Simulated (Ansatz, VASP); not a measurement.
# MoS2 in two plane-wave programs, part 2 of 2

One calculation is typed for both programs; each brings its own data sets. How far apart do they land? The cell is taken from a series of runs on this material, whose earlier steps may have relaxed, scaled, displaced or heated it; both programs get it as it stands.

VASP 6.6.1 and Ansatz 0.2.0.

So far: The starting structure; VASP: zone-centre phonons, PBEsol with D3(BJ).

## 3. Ansatz: zone-centre phonons, PBEsol with D3(BJ)

Level of this step: Ansatz beside VASP: Kohn-Sham DFT, plane waves, PBEsol with D3(BJ) (Ansatz).

Ansatz runs on its PAW soft_1 files.

The same cell, functional, mesh and smearing now go to Ansatz, which takes its cutoff from its data sets.

File input.yaml:

```yaml
crystal:
  lattice:
    - [3.0318354109, 0.0, 0.0]
    - [-1.5159177054, 2.625646486, 0.0]
    - [0.0, 0.0, 11.0821779069]
  atoms:
    - { symbol: S, position: [0.3333333333, 0.6666666667, 0.6082034949] }
    - { symbol: S, position: [0.6666666667, 0.3333333333, 0.1082034949] }
    - { symbol: S, position: [0.3333333333, 0.6666666667, 0.8917965051] }
    - { symbol: S, position: [0.6666666667, 0.3333333333, 0.3917965051] }
    - { symbol: Mo, position: [0.3333333333, 0.6666666667, 0.25] }
    - { symbol: Mo, position: [0.6666666667, 0.3333333333, 0.75] }
kpoints:
  mp_grid: { grid: [15, 15, 4] }
hamiltonian:
  xc: pbesol
  dispersion: d3bj
  pseudopotentials: { kind: paw, azcp: { folder: soft_1 }, xc_functional: pbe }
scf:
  occupations: { method: gaussian, width: 0.02 }
output:
  eigenvalues: true
phonons:
  method: dfpt
```

Command:

```bash
ansatz run input.yaml --threads 8 --pin off --max-ram 16384MiB --backend cpu --events-out ev --progress --plain --runs-dir out
```

Numbers of over 12 decimals in the logs are rounded to 6 here.

The log of the run:

```text
Engine: ansatz 0.2.0, aarch64-unknown-linux-gnu
Pseudopotentials: kind: paw
Pseudopotential: S, paw, valence charge 6, recommended cutoff 420 eV (normal), soft_1/S.paw.azcp
Pseudopotential: Mo, paw, valence charge 14, recommended cutoff 420 eV (normal), soft_1/Mo.paw.azcp
Functional definition: PBEsol
  exchange = pbesol_x
  correlation = pbesol_c
Crystal: 6 atoms, lattice volume = 88.220 Å³
Basis set: ecut = 420 eV, 1717 PW (Γ), exchange–correlation on 48×48×160 points (8 copies of the dense FFT grid, shifted against one another)
Bands: 32, of which v1, the nominal top of the filled ones, is band 26 counted from 1 (25 counted from 0)
Symmetry: 24 space group operations
k-points: 248 of 900 (irreducible under 2 space group operations, time reversal used)
Non-local potential: S, projectors of the file, l = 0: 2, l = 1: 2, l = 2: 1
Non-local potential: Mo, projectors of the file, l = 0: 3, l = 1: 2, l = 2: 2, l = 3: 1
PAW form: soft (Blöchl's): semilocal exchange-correlation on the pseudo side does not see the compensation charge
PAW frozen core: S, regenerated for the run's functional, and the local potential with it (the file was generated under x = pbe(κ = 0.804, μ = 0.219515), c = pbe(β = 0.066725))
PAW frozen core: Mo, regenerated for the run's functional, and the local potential with it (the file was generated under x = pbe(κ = 0.804, μ = 0.219515), c = pbe(β = 0.066725))
PAW one-centre angular grid: S, 110 points (default); XC on 64 Gauss nodes
PAW one-centre angular grid: Mo, 590 points (default); XC on 64 Gauss nodes
Initial density: superposition of atomic densities (chi_scale 0.1, normalization cell, long waves kept (reshape's long-wave potential 0.04 eV rms))
Initial wavefunctions: pseudopotential atomic-orbital guess
Functional: x = pbesol(κ = 0.804, μ = 0.123457), c = pbesol(β = 0.046)
SCF iter   1: F=—  HF=-13344.103937 eV  |F-HF|=—  |Δ(HF+E_count)|=         —  Δρ=6.24e-2  dr2=4.80e0  ethr=3.10e-3  ⟨swp⟩=9.5  Hψ=44513  notcnv=0
preconditioner: auto → Resta (q_TF=auto, 2.498 Å⁻¹)  ε∞=8.5  [insulator: Δε(μ)=0.204 eV  Ē_g=8.657 eV  σ=0.020 eV  W_gap=0.59  n_scr=26 (ndim 8)  ℏωp=23.7 eV  f_vac=0.000  D(μ)=0.55/eV (n_scr^D=2)  ε∞_Penn≈8.5]
SCF iter   2: F=—  HF=-13342.879163 eV  |F-HF|=—  |Δ(HF+E_count)|=    1.22e0  Δρ=3.30e-2  dr2=1.38e0  ethr=3.10e-3  ⟨swp⟩=2.4  Hψ=14609  notcnv=0  defer=381
SCF iter   3: F=—  HF=-13342.434172 eV  |F-HF|=—  |Δ(HF+E_count)|=   4.45e-1  Δρ=5.19e-3  dr2=2.44e-2  ethr=2.66e-3  ⟨swp⟩=3.0  Hψ=13397  notcnv=0  defer=378
SCF iter   4: F=—  HF=-13342.430423 eV  |F-HF|=—  |Δ(HF+E_count)|=   3.75e-3  Δρ=1.10e-3  dr2=1.92e-3  ethr=4.70e-5  ⟨swp⟩=2.6  Hψ=13514  notcnv=0  defer=385
SCF iter   5: F=—  HF=-13342.430746 eV  |F-HF|=—  |Δ(HF+E_count)|=   3.23e-4  Δρ=3.36e-4  dr2=6.55e-5  ethr=3.69e-6  ⟨swp⟩=2.0  Hψ=12565  notcnv=0  defer=381
SCF iter   6: F=—  HF=-13342.430794 eV  |F-HF|=—  |Δ(HF+E_count)|=   4.86e-5  Δρ=5.12e-5  dr2=2.04e-6  ethr=1.26e-7  ⟨swp⟩=2.0  Hψ=11556  notcnv=0  defer=381
SCF iter   7: F=—  HF=-13342.430798 eV  |F-HF|=—  |Δ(HF+E_count)|=   3.20e-6  Δρ=1.29e-5  dr2=1.28e-7  ethr=3.92e-9  ⟨swp⟩=2.0  Hψ=13571  notcnv=0  defer=381
SCF iter   8: F=—  HF=-13342.430798 eV  |F-HF|=—  |Δ(HF+E_count)|=   4.49e-8  Δρ=2.06e-6  dr2=3.31e-9  ethr=2.46e-10  ⟨swp⟩=2.0  Hψ=12149  notcnv=0  defer=381
SCF iter   9: F=—  HF=-13342.430798 eV  |F-HF|=—  |Δ(HF+E_count)|=  9.09e-12  Δρ=4.15e-7  dr2=1.17e-10  ethr=6.36e-12  ⟨swp⟩=2.0  Hψ=12098  notcnv=0  defer=381
SCF iter  10: F=-13342.430798 eV  HF=-13342.430798 eV  |F-HF|=3.64e-12  |Δ(HF+E_count)|=  2.73e-11  Δρ=7.36e-8  dr2=4.62e-12  ethr=1.00e-12  ⟨swp⟩=14.7  Hψ=48323  notcnv=0
SCF 1 converged in 10 iterations: F = -13342.430798 eV  dr2 = 4.62e-12
  greatest PAW one-centre occupation: 0.999 electrons in one spin orbital (limit 2), on the Mo atom at site 5 (counted from 0), in its partial waves of l = 0
DFPT response loops at Γ: preconditioner auto → Kerker (q_TF=auto, 2.498 Å⁻¹) (partly filled bands, converged f_vac=0.000); β = 1.00, the filter's whole step (`scf.mixing.beta` (0.50) is not read by the response loops under this deck's `scf.mixing.preconditioner`; to damp them name `kerker` or `kerker_dos`, under which they read `scf.mixing.beta`, and type it under 1.00, their step now; both keys bind the ground state too); Broyden in place of MSR1
SCF converged after 10 iterations
Free energy (F): -13342.430798 eV
Harris-Foulkes:  -13342.430798 eV  (|F-HF|=3.64e-12)
Internal energy: -13342.430797 eV  (E = F + TS)
E sigma→0 (E₀):  -13342.430797 eV
Entropy (-TS):   -0.000000 eV (-0.000 meV/atom)
Fermi energy:    14.771111 eV
--- Per-component energies (eV) ---
  E_band       = -146.756940
  E_kinetic    = 1286.079767
  E_local      = -3050.704401  (includes V_loc(G=0)·N_el)
  E_nonlocal   = 439.749251
  E_hartree    = 1159.477662
  E_xc         = -710.694741
  E_vxc        = -779.730363  (∫ρ·V_xc dr)
  E_paw        = -8678.334151  (= ΣΔE_a)
  E_vpaw       = -361.106625  (= ΣTr[D̂ρ^β])
  E_aug_tail   = 0.000083  (compensation charges beyond the density's cutoff)
  E_ewald      = -3785.970861
  E_disp       = -2.699802  (pairwise vdW)
  E_core_change = 0.666397  (= ΣΔE_core)
  E_smearing   = -0.000000  (= −TS)
  E_closure    = 0.000000  (closes the sum)
  Σ components = -13342.430798   (vs F -13342.430798, Δ=0.00e0)
--- Band table (eV; the first three rows and the last of 248) ---
  k-point 0: bands = [... 22 lower, 12.3275, 12.5221, 14.0985, 14.7278, 16.5278, 16.5278, 16.6063, 16.6063, ... 2 higher]
  k-point 1: bands = [... 22 lower, 12.2990, 12.2990, 14.2812, 14.6841, 16.5274, 16.5274, 16.5889, 16.5889, ... 2 higher]
  k-point 2: bands = [... 22 lower, 12.2308, 12.2308, 14.5372, 14.5372, 16.5517, 16.5517, 16.5517, 16.5517, ... 2 higher]
  k-point 247: bands = [... 22 lower, 11.5464, 12.2652, 12.7951, 13.0306, 15.3328, 15.8748, 16.6994, 16.8423, ... 2 higher]
--- Phonons (Γ-DFPT): 4 representative perturbations + reference, on 248 of 900 k-points (Σ response iterations 12) ---
  k mesh reduced under 2 symmetry operations, with k and −k counted as one. Each operation leaves every solved perturbation unchanged. A smaller set is not used because it would not reduce the number of displacements times k-points to solve
  ASR residual: 4.474e-5 → 0.000e0 eV/Å²; symmetrization residual: 8.639e-6 eV/Å²
  pairwise dispersion correction: d3bj (s6 = 1.0, s8 = 2.9491, a1 = 0.4466, a2_bohr = 6.1742), with the weights of each atom's references fixed at the reference crystal's, and the forces and stress that the weights' published response gives there kept as a pressure on the atom's counted neighbours (hamiltonian.dispersion)
  ASR residual per site (eV/Å²): 2.75e-5 2.75e-5 2.75e-5 2.75e-5 4.47e-5 4.47e-5
  Γ frequencies (cm⁻¹): 0.00 0.00 0.00 70.80 70.80 129.13 298.87 298.87 310.84 310.84 402.67 402.67 405.39 405.39 424.68 450.59 488.99 502.08
  non-analytic LO–TO correction: not included (Born effective charges unavailable; polar crystals: no LO–TO splitting at Γ)
```

## 4. Comparison

Known differences besides the potentials themselves: the cutoff is 420 eV in Ansatz and 500 eV in VASP; Ansatz makes its cores anew for this functional, VASP keeps those of its PBE data sets; Ansatz takes the dispersion share of the force constants at frozen C6 weights, VASP differentiates the full forces; VASP uses finite displacements, Ansatz perturbation theory. Total energies have different zeros and are not compared.

Compared:

| quantity | Ansatz | VASP | difference |
| --- | --- | --- | --- |
| optical mode 1 to 2 (cm⁻¹) | 70.8 | 71.0 | -0.25 % |
| optical mode 3 (cm⁻¹) | 129.1 | 129.9 | -0.56 % |
| optical mode 4 to 5 (cm⁻¹) | 298.9 | 298.5 | +0.11 % |
| optical mode 6 to 7 (cm⁻¹) | 310.8 | 310.8 | +0.03 % |
| optical mode 8 to 9 (cm⁻¹) | 402.7 | 402.5 | +0.05 % |
| optical mode 10 to 11 (cm⁻¹) | 405.4 | 405.0 | +0.09 % |
| optical mode 12 (cm⁻¹) | 424.7 | 424.1 | +0.14 % |
| optical mode 13 (cm⁻¹) | 450.6 | 450.4 | +0.05 % |
| optical mode 14 (cm⁻¹) | 489.0 | 489.3 | -0.06 % |
| optical mode 15 (cm⁻¹) | 502.1 | 502.1 | -0.01 % |

Modes are paired by rising frequency, not by their patterns, so a pair may set unlike modes beside each other; they are those without the splitting of longitudinal modes.

## 5. Summary of results

- r.m.s. difference of the optical zone-centre modes, each program's sorted by frequency (zone-centre phonons, PBEsol with D3(BJ)): 0.33 cm⁻¹
- difference in optical mode 3 (zone-centre phonons, PBEsol with D3(BJ)): -0.6 %

**Reading.** The r.m.s. difference of the optical zone-centre modes, each program's sorted by frequency is 0.33 cm⁻¹ (zone-centre phonons, PBEsol with D3(BJ)). Among the rows given in per cent, the largest difference of the zone-centre phonons, PBEsol with D3(BJ) pair is in optical mode 3, -0.6 %. Such differences can come from data sets, numerical settings and the points named under the comparisons, not from the functional's error against experiment.

[Lines on the potential files, build, host, timing and source positions are cut from VASP's logs without a mark.]

[Logs are printed without paths, hosts, clocks, repeated set-up lines and the standing remarks that a program may print on its own settings, such as how far it seeks lower states.]

[Hosts, paths, dates, database ids (printed as entryN), source tags and the programs' standing remarks are cut or masked in the printed files.]
